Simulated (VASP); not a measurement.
A convergence study with VASP on SiO₂ (rutile): one setting is varied, all else stays as given below, so the limit is that of these other settings. Each run relaxes cell and ions; the cell shown is the tightest run's result. The basis is that of the starting cell, so low cut-offs carry a Pulay error.

```
CELL_PARAMETERS angstrom
      4.23258     0.00000     0.00000
      0.00000     4.23258     0.00000
      0.00000     0.00000     2.69320
ATOMIC_POSITIONS crystal
  Si 0.00000 0.00000 0.00000
  Si 0.50000 0.50000 0.50000
  O  0.30680 0.30680 0.00000
  O  0.80680 0.19320 0.50000
  O  0.19320 0.80680 0.50000
  O  0.69320 0.69320 0.00000
```

These are PBE GGA, VASP's PBE PAW potentials (set 64) (plane waves; VASP 6.6.1) values and carry that method's errors. The tightest run used: 800 eV cut-off, 5×5×7 Γ-centred mesh, Gaussian smearing of 0.050 eV, potentials Si O.

The reference is ENCUT = 800, which took about 3 core-minutes. Times come from single runs on busy shared machines, so they are rough: good to a factor of about 2.

**Question.** Of the settings ENCUT = 250; ENCUT = 300; ENCUT = 350; ENCUT = 400; ENCUT = 450; ENCUT = 500; ENCUT = 550; ENCUT = 600; ENCUT = 650; ENCUT = 700; ENCUT = 750; ENCUT = 800, which is the lowest that keeps the difference from the reference in relaxed volume (Å³/atom) within 0.05 from there on, and what does it cost?

**Answer.** ENCUT = 500; its cost over the reference is within a factor of 2.
| setting | difference in relaxed volume (Å³/atom) | cost over the reference |
|---|---|---|
| ENCUT = 250 | 1.583 | about 1/3 |
| ENCUT = 300 | 0.978 | about 1/3 |
| ENCUT = 350 | 0.547 | about 1/3 |
| ENCUT = 400 | 0.238 | about 1/4 |
| ENCUT = 450 | 0.062 | about 1/2 |
| ENCUT = 500 | 0.003 | within a factor of 2 |
| ENCUT = 550 | 0.002 | about 1/2 |
| ENCUT = 600 | 0.006 | within a factor of 2 |
| ENCUT = 650 | 0.011 | within a factor of 2 |
| ENCUT = 700 | 0.010 | within a factor of 2 |
| ENCUT = 750 | 0.006 | within a factor of 2 |
| ENCUT = 800 | 0.000 | reference |

Left out are rungs that failed or repeat a setting and relaxations that didn't move; long series are thinned to 24 rows.

The compound is SiO2 in the rutile structure, stishovite, a high-pressure form.
